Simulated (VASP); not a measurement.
Method: LDA (Ceperley-Alder, Perdew-Zunger), VASP's LDA PAW potentials (set 64) (plane waves; VASP).

The input files of a VASP run:

File KPOINTS:
```
Automatic
0
Gamma
6 6 6
```

**INCAR**
```
LASPH=.TRUE.
LREAL=.FALSE.   ! projection in real space or not
SYSTEM=BaTiO3
ISMEAR=0   ! Gaussian
LCHARG=.FALSE.
SIGMA=0.01
LEPSILON=.TRUE.
PREC=Accurate
NSW=1   ! most ionic steps
LWAVE=.FALSE.
ALGO=Normal   ! blocked Davidson
IBRION=8
EDIFF=1E-8
ENCUT=520
LMAXMIX=4
NELM=100   ! most electronic steps
```

POSCAR:
```
BaTiO3
1
    2.8007113060     1.6169916250     2.2900023604
   -2.8007113060     1.6169916250     2.2900023604
   -0.0000000000    -3.2339832500     2.2900023604
Ba Ti O
1 1 3
Direct
  0.9987213028   0.9987213028   0.9987213028
  0.5080576300   0.5080576300   0.5080576300
  0.4896969498   0.9849171677   0.4896969498
  0.4896969498   0.4896969498   0.9849171677
  0.9849171677   0.4896969498   0.4896969498
```

POTCAR, in this order: Ba_sv Ti_sv O (LDA.64 set). Program: vasp_std.

Output of the run:

**OSZICAR**
```
...
RMM:   3    -0.737119708273E+00    0.48663E-02   -0.27343E-02 11471   0.862E-01    0.152E-01
RMM:   4    -0.737132580180E+00   -0.12872E-04   -0.13095E-02 12321   0.425E-01    0.487E-02
RMM:   5    -0.737485430442E+00   -0.35285E-03   -0.18998E-03 13382   0.192E-01    0.268E-02
RMM:   6    -0.738173230440E+00   -0.68780E-03   -0.18166E-04 13323   0.812E-02    0.105E-02
RMM:   7    -0.738452825139E+00   -0.27959E-03   -0.94228E-05 13800   0.446E-02    0.267E-03
RMM:   8    -0.738463600829E+00   -0.10776E-04   -0.51066E-05 13621   0.255E-02    0.169E-03
RMM:   9    -0.738479289283E+00   -0.15688E-04   -0.57481E-05 14059   0.152E-02    0.756E-04
RMM:  10    -0.738490412431E+00   -0.11123E-04   -0.47684E-05 13989   0.961E-03    0.396E-04
RMM:  11    -0.738489012748E+00    0.13997E-05   -0.48631E-05 14074   0.631E-03    0.171E-04
RMM:  12    -0.738489352825E+00   -0.34008E-06   -0.37312E-05 14175   0.444E-03    0.912E-05
RMM:  13    -0.738490959160E+00   -0.16063E-05   -0.38668E-05 13747   0.331E-03    0.855E-05
RMM:  14    -0.738490672028E+00    0.28713E-06   -0.39455E-05 13879   0.261E-03    0.235E-05
RMM:  15    -0.738490370701E+00    0.30133E-06   -0.36692E-05 14228   0.213E-03    0.613E-05
RMM:  16    -0.738490518554E+00   -0.14785E-06   -0.29243E-05 14325   0.181E-03    0.995E-05
RMM:  17    -0.738490874374E+00   -0.35582E-06   -0.37327E-05 13747   0.158E-03    0.102E-04
RMM:  18    -0.738491017141E+00   -0.14277E-06   -0.26124E-05 14330   0.142E-03    0.115E-04
RMM:  19    -0.738491098889E+00   -0.81748E-07   -0.21966E-05 14059   0.130E-03    0.133E-04
RMM:  20    -0.738491232546E+00   -0.13366E-06   -0.26601E-05 13822   0.120E-03    0.146E-04
RMM:  21    -0.738491447164E+00   -0.21462E-06   -0.20841E-05 12338   0.117E-03    0.115E-04
RMM:  22    -0.738491621064E+00   -0.17390E-06   -0.15182E-05 12702   0.107E-03    0.128E-04
 Linear response progress:
  Degree of freedom:   4/  6
       N       E                     dE             d eps       ncg     rms          rms(c)
RMM:   1    -0.792425974933E+00   -0.79243E+00    0.66233E+00  1577   0.967E+01
RMM:   2    -0.763594419677E+00    0.28832E-01   -0.20272E-01  2646   0.328E+00    0.316E-01
RMM:   3    -0.758753471933E+00    0.48409E-02   -0.25925E-02  3076   0.888E-01    0.212E-01
RMM:   4    -0.759426924103E+00   -0.67345E-03   -0.13061E-02  3327   0.461E-01    0.102E-01
RMM:   5    -0.759396156872E+00    0.30767E-04   -0.19193E-03  3423   0.224E-01    0.411E-02
RMM:   6    -0.760009093989E+00   -0.61294E-03   -0.45981E-04  3704   0.970E-02    0.957E-03
RMM:   7    -0.760215501404E+00   -0.20641E-03   -0.13850E-04  3734   0.483E-02    0.327E-03
RMM:   8    -0.760327673894E+00   -0.11217E-03   -0.50515E-05  3696   0.272E-02    0.115E-03
RMM:   9    -0.760343393636E+00   -0.15720E-04   -0.31370E-05  3759   0.157E-02    0.505E-04
RMM:  10    -0.760357084140E+00   -0.13691E-04   -0.31809E-06  3742   0.993E-03    0.285E-04
RMM:  11    -0.760352754104E+00    0.43300E-05   -0.20101E-06  3845   0.645E-03    0.251E-04
RMM:  12    -0.760358606652E+00   -0.58525E-05    0.99505E-07  3629   0.459E-03    0.879E-05
RMM:  13    -0.760357101443E+00    0.15052E-05    0.24904E-06  3921   0.325E-03    0.123E-04
RMM:  14    -0.760359310071E+00   -0.22086E-05    0.33545E-06  3543   0.246E-03    0.483E-05
RMM:  15    -0.760360509681E+00   -0.11996E-05    0.34172E-06  3735   0.189E-03    0.252E-05
RMM:  16    -0.760360616324E+00   -0.10664E-06    0.37016E-06  3944   0.148E-03    0.350E-05
RMM:  17    -0.760359940093E+00    0.67623E-06    0.37626E-06  3381   0.126E-03    0.154E-04
RMM:  18    -0.760360257226E+00   -0.31713E-06    0.38232E-06  3324   0.105E-03    0.112E-04
RMM:  19    -0.760360951927E+00   -0.69470E-06    0.35833E-06  3299   0.912E-04    0.523E-05
RMM:  20    -0.760360983780E+00   -0.31854E-07    0.35146E-06  3889   0.727E-04    0.654E-05
RMM:  21    -0.760360814889E+00    0.16889E-06    0.32849E-06  3534   0.627E-04    0.894E-05
RMM:  22    -0.760360854902E+00   -0.40014E-07    0.31144E-06  3801   0.541E-04    0.996E-05
RMM:  23    -0.760361065474E+00   -0.21057E-06    0.28953E-06  3370   0.499E-04    0.845E-05
RMM:  24    -0.760361066687E+00   -0.12136E-08    0.26801E-06  3546   0.425E-04    0.895E-05
 Linear response progress:
  Degree of freedom:   5/  6
       N       E                     dE             d eps       ncg     rms          rms(c)
RMM:   1    -0.379992269802E+00   -0.37999E+00    0.13057E-01 12627   0.344E+00
RMM:   2    -0.361895786965E+00    0.18096E-01   -0.23866E-02 10473   0.904E-01    0.185E-01
RMM:   3    -0.363970255938E+00   -0.20745E-02   -0.63820E-03 11337   0.369E-01    0.116E-01
RMM:   4    -0.365070281349E+00   -0.11000E-02   -0.21188E-03 11784   0.219E-01    0.576E-02
RMM:   5    -0.365706693217E+00   -0.63641E-03   -0.70964E-04 12162   0.133E-01    0.234E-02
RMM:   6    -0.365848095454E+00   -0.14140E-03   -0.36748E-04 13616   0.683E-02    0.102E-02
RMM:   7    -0.365856372564E+00   -0.82771E-05   -0.11130E-04 13955   0.376E-02    0.440E-03
RMM:   8    -0.365830550073E+00    0.25822E-04   -0.73004E-05 13656   0.230E-02    0.203E-03
RMM:   9    -0.365839931687E+00   -0.93816E-05   -0.50491E-05 14277   0.142E-02    0.103E-03
RMM:  10    -0.365839132001E+00    0.79969E-06   -0.38337E-05 14029   0.905E-03    0.463E-04
RMM:  11    -0.365840607293E+00   -0.14753E-05   -0.23626E-05 14300   0.587E-03    0.194E-04
RMM:  12    -0.365841231948E+00   -0.62465E-06   -0.12060E-05 14329   0.392E-03    0.277E-04
RMM:  13    -0.365841451205E+00   -0.21926E-06   -0.86351E-06 14383   0.270E-03    0.229E-04
RMM:  14    -0.365841748616E+00   -0.29741E-06   -0.72981E-06 14209   0.191E-03    0.370E-04
RMM:  15    -0.365841290468E+00    0.45815E-06   -0.38970E-06 13029   0.145E-03    0.200E-04
RMM:  16    -0.365841296677E+00   -0.62093E-08   -0.40549E-06 14113   0.105E-03    0.175E-04
RMM:  17    -0.365841359929E+00   -0.63252E-07   -0.31787E-06 14532   0.784E-04    0.169E-04
RMM:  18    -0.365841367085E+00   -0.71553E-08   -0.21747E-06 13851   0.608E-04    0.191E-04
 Linear response progress:
  Degree of freedom:   6/  6
       N       E                     dE             d eps       ncg     rms          rms(c)
RMM:   1    -0.376206218376E+00   -0.37621E+00    0.14647E-01  7577   0.330E+00
RMM:   2    -0.361042474241E+00    0.15164E-01   -0.23784E-02  6340   0.820E-01    0.155E-01
RMM:   3    -0.362921039691E+00   -0.18786E-02   -0.52339E-03  6812   0.329E-01    0.927E-02
RMM:   4    -0.363981148632E+00   -0.10601E-02   -0.17149E-03  7087   0.195E-01    0.491E-02
RMM:   5    -0.364562061642E+00   -0.58091E-03   -0.53752E-04  7214   0.119E-01    0.193E-02
RMM:   6    -0.364690028868E+00   -0.12797E-03   -0.26621E-04  8147   0.614E-02    0.811E-03
RMM:   7    -0.364700110815E+00   -0.10082E-04   -0.85531E-05  8311   0.342E-02    0.322E-03
RMM:   8    -0.364681426356E+00    0.18684E-04   -0.43075E-05  8187   0.211E-02    0.173E-03
RMM:   9    -0.364687351657E+00   -0.59253E-05   -0.73690E-05  8447   0.136E-02    0.772E-04
RMM:  10    -0.364687458093E+00   -0.10644E-06   -0.20548E-05  8274   0.901E-03    0.409E-04
RMM:  11    -0.364689391930E+00   -0.19338E-05   -0.15508E-05  8463   0.601E-03    0.181E-04
RMM:  12    -0.364690144098E+00   -0.75217E-06   -0.28569E-06  8511   0.411E-03    0.213E-04
RMM:  13    -0.364690549741E+00   -0.40564E-06   -0.81436E-06  8421   0.292E-03    0.170E-04
RMM:  14    -0.364690698556E+00   -0.14882E-06   -0.52971E-06  8221   0.212E-03    0.347E-04
RMM:  15    -0.364690617993E+00    0.80562E-07   -0.17210E-06  7727   0.160E-03    0.226E-04
RMM:  16    -0.364690790978E+00   -0.17298E-06   -0.29340E-06  8253   0.119E-03    0.182E-04
RMM:  17    -0.364690877535E+00   -0.86557E-07   -0.20554E-06  8555   0.892E-04    0.181E-04
RMM:  18    -0.364690947714E+00   -0.70179E-07   -0.23368E-06  8626   0.695E-04    0.196E-04
 Linear response finished
```

### OUTCAR
```
------------------------ aborting loop because EDIFF is reached ----------------------------------------

 HEAD OF MICROSCOPIC STATIC DIELECTRIC TENSOR (INDEPENDENT PARTICLE, excluding Hartree and local field effects)
 ------------------------------------------------------
           6.692513    -0.000000     0.000000
           0.000000     6.692515     0.000000
           0.000000     0.000000     6.414699
 ------------------------------------------------------

 MACROSCOPIC STATIC DIELECTRIC TENSOR (including local field effects in DFT)
 ------------------------------------------------------
           6.350032     0.000000     0.000000
           0.000000     6.350034    -0.000000
           0.000000     0.000000     6.021768
 ------------------------------------------------------

 PIEZOELECTRIC TENSOR (including local field effects)  for field in x, y, z        (e  Angst)
          XX          YY          ZZ          XY          YZ          ZX
  --------------------------------------------------------------------------------
  x     0.00000     0.00000     0.00000    -0.21055     0.00000    -0.02792
  y    -0.21055     0.21055    -0.00000     0.00000    -0.02793     0.00000
  z     0.44823     0.44823     0.84177     0.00000     0.00000     0.00000

 PIEZOELECTRIC TENSOR (including local field effects)  for field in x, y, z        (C/m^2)
          XX          YY          ZZ          XY          YZ          ZX
  --------------------------------------------------------------------------------
  x     0.00000     0.00000     0.00000    -0.05421     0.00000    -0.00719
  y    -0.05421     0.05421    -0.00000     0.00000    -0.00719     0.00000
  z     0.11541     0.11541     0.21674     0.00000     0.00000     0.00000

 BORN EFFECTIVE CHARGES (including local field effects) (in |e|, cummulative output)
 ---------------------------------------------------------------------------------
 ion    1
    1     2.77911     0.00000     0.00000
    2     0.00000     2.77911     0.00000
    3     0.00000     0.00000     2.74696
 ion    2
    1     6.83829     0.00000     0.00000
    2     0.00000     6.83830    -0.00000
    3     0.00000     0.00000     6.18406
 ion    3
    1    -3.78771     1.00790     1.32993
    2     1.00790    -2.62389    -0.76784
    3     1.22440    -0.70691    -2.97701
 ion    4
    1    -2.04198     0.00000     0.00000
    2     0.00000    -4.36962     1.53567
    3     0.00000     1.41382    -2.97701
 ion    5
    1    -3.78771    -1.00790    -1.32993
    2    -1.00790    -2.62389    -0.76784
    3    -1.22440    -0.70691    -2.97701

   1 f  =   15.285359 THz    96.040741 2PiTHz  509.864683 cm-1    63.215136 meV
             X         Y         Z           dx          dy          dz
      0.000000  0.000000  6.861222     0.000000    0.000000   -0.002370
      0.000000  0.000000  3.490360    -0.000000   -0.000000    0.014106
     -1.386969  0.800767  4.498277    -0.499918    0.288628   -0.006364
      0.000000 -1.601534  4.498277     0.000000   -0.577256   -0.006363
      1.386969  0.800767  4.498277     0.499918    0.288628   -0.006364

   2 f  =   14.440524 THz    90.732486 2PiTHz  481.684019 cm-1    59.721180 meV
             X         Y         Z           dx          dy          dz
      0.000000  0.000000  6.861222    -0.000000    0.005510    0.000000
      0.000000  0.000000  3.490360     0.000000   -0.069826   -0.000000
     -1.386969  0.800767  4.498277     0.359522    0.243206   -0.281147
      0.000000 -1.601534  4.498277    -0.000000   -0.379504    0.562293
      1.386969  0.800767  4.498277    -0.359522    0.243206   -0.281146

   3 f  =   14.440524 THz    90.732486 2PiTHz  481.684018 cm-1    59.721180 meV
             X         Y         Z           dx          dy          dz
      0.000000  0.000000  6.861222    -0.005510   -0.000000   -0.000000
      0.000000  0.000000  3.490360     0.069826    0.000000    0.000000
     -1.386969  0.800767  4.498277     0.171934   -0.359522   -0.486960
      0.000000 -1.601534  4.498277    -0.450776    0.000000   -0.000000
      1.386969  0.800767  4.498277     0.171934    0.359522    0.486960

   4 f  =    9.067846 THz    56.974954 2PiTHz  302.470771 cm-1    37.501579 meV
             X         Y         Z           dx          dy          dz
      0.000000  0.000000  6.861222    -0.000000    0.006147    0.000000
      0.000000  0.000000  3.490360     0.000000   -0.007070   -0.000000
     -1.386969  0.800767  4.498277     0.345700    0.197938    0.294922
      0.000000 -1.601534  4.498277    -0.000001   -0.400830   -0.589843
      1.386969  0.800767  4.498277    -0.345699    0.197939    0.294921

   5 f  =    9.067846 THz    56.974954 2PiTHz  302.470771 cm-1    37.501579 meV
             X         Y         Z           dx          dy          dz
      0.000000  0.000000  6.861222    -0.006147   -0.000000   -0.000000
      0.000000  0.000000  3.490360     0.007070    0.000000    0.000000
     -1.386969  0.800767  4.498277     0.201240   -0.345700    0.510819
      0.000000 -1.601534  4.498277    -0.397527    0.000001    0.000001
      1.386969  0.800767  4.498277     0.201241    0.345699   -0.510819

   6 f  =    8.658476 THz    54.402806 2PiTHz  288.815657 cm-1    35.808562 meV
             X         Y         Z           dx          dy          dz
      0.000000  0.000000  6.861222     0.000000    0.000000    0.000000
      0.000000  0.000000  3.490360    -0.000000   -0.000000   -0.000000
     -1.386969  0.800767  4.498277    -0.288675   -0.500000   -0.000000
      0.000000 -1.601534  4.498277     0.577351   -0.000000   -0.000000
      1.386969  0.800767  4.498277    -0.288675    0.500000    0.000000

   7 f  =    6.947472 THz    43.652251 2PiTHz  231.742707 cm-1    28.732421 meV
             X         Y         Z           dx          dy          dz
      0.000000  0.000000  6.861222     0.000000    0.000000   -0.058249
      0.000000  0.000000  3.490360    -0.000000   -0.000000    0.754554
     -1.386969  0.800767  4.498277     0.008993   -0.005192   -0.377241
      0.000000 -1.601534  4.498277     0.000000    0.010385   -0.377241
      1.386969  0.800767  4.498277    -0.008993   -0.005192   -0.377241

   8 f  =    5.616694 THz    35.290730 2PiTHz  187.352749 cm-1    23.228770 meV
...
```
(Selected blocks of OUTCAR.)

The dielectric response may not be converged in the k-mesh; for small gaps it tends to come out too large.

The structure comes from a computed database's BaTiO3 entry (R3m); how it stands against other phases isn't given here. It was relaxed first, which changed the volume by -5 %.
